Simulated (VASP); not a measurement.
**Si3Au: band structure with PBE**

The system is Si3Au.

```xyz
4
Lattice="0.0000 3.2040 3.2040 3.2040 0.0000 3.2040 3.2040 3.2040 0.0000" Properties=species:S:1:pos:R:3 pbc="T T T"
Si    3.2040    3.2040    3.2040
Si    1.6020    1.6020    1.6020
Si    4.8060    4.8060    4.8060
Au    0.0000    0.0000    0.0000
```

The cell was built by a generator and needn't be a form met in nature.

```json
{
  "Program": "VASP 6.6.1",
  "Task": "band structure",
  "Functional": "PBE",
  "Potentials or basis": "VASP PAW PBE potentials, release 64 (Si, Au)",
  "Cutoff": "600 eV",
  "k mesh": "5 × 5 × 5",
  "Occupations": "fermi-dirac, width 0.05 eV",
  "Spin": "no spin polarisation",
  "Further INCAR settings": "ALGO = Normal; EDIFF = 1e-06"
}
```

```
Band gap along the path : none (metal or under the smearing width)
```

Levels at the corners of the path, in eV from the Fermi level:
| point | band 9 | band 10 | band 11 | band 12 | band 13 | band 14 |
| --- | --- | --- | --- | --- | --- | --- |
| Γ | -1.81 | -1.81 | -1.81 | 0.27 | 0.27 | 0.27 |
| X | -4.82 | -3.44 | -2.41 | 3.51 | 3.51 | 4.02 |
| X | -4.82 | -3.44 | -2.41 | 3.51 | 3.51 | 4.02 |
| W | -4.15 | -0.61 | -0.61 | -0.42 | 0.27 | 3.16 |
| W | -4.15 | -0.61 | -0.61 | -0.42 | 0.27 | 3.16 |
| K | -3.88 | -3.07 | -0.61 | 1.06 | 2.11 | 2.52 |
| K | -3.88 | -3.07 | -0.61 | 1.06 | 2.11 | 2.52 |
| Γ | -1.81 | -1.81 | -1.81 | 0.27 | 0.27 | 0.27 |
| Γ | -1.81 | -1.81 | -1.81 | 0.27 | 0.27 | 0.27 |
| L | -2.04 | -2.04 | -1.13 | -1.13 | -0.77 | 3.16 |
| L | -2.04 | -2.04 | -1.13 | -1.13 | -0.77 | 3.16 |
| U | -3.88 | -3.07 | -0.61 | 1.06 | 2.11 | 2.52 |
| U | -3.88 | -3.07 | -0.61 | 1.06 | 2.11 | 2.52 |
| W | -4.15 | -0.61 | -0.61 | -0.42 | 0.27 | 3.16 |
| W | -4.15 | -0.61 | -0.61 | -0.42 | 0.27 | 3.16 |
| L | -2.04 | -2.04 | -1.13 | -1.13 | -0.77 | 3.16 |
| L | -2.04 | -2.04 | -1.13 | -1.13 | -0.77 | 3.16 |
| K | -3.88 | -3.07 | -0.61 | 1.06 | 2.11 | 2.52 |
| U | -3.88 | -3.07 | -0.61 | 1.06 | 2.11 | 2.52 |
| X | -4.82 | -3.44 | -2.41 | 3.51 | 3.51 | 4.02 |

Run time: 74 s on 1 thread of Intel(R) Xeon(R) Platinum 8559C (Emerald Rapids), with other jobs on the host, peak memory 0.37 GiB.

Caveat: the log is that of the step along the path at fixed density, whose energy, stress, charges and moments have no meaning; spin-orbit coupling is left out, which moves the levels of the heavy elements.
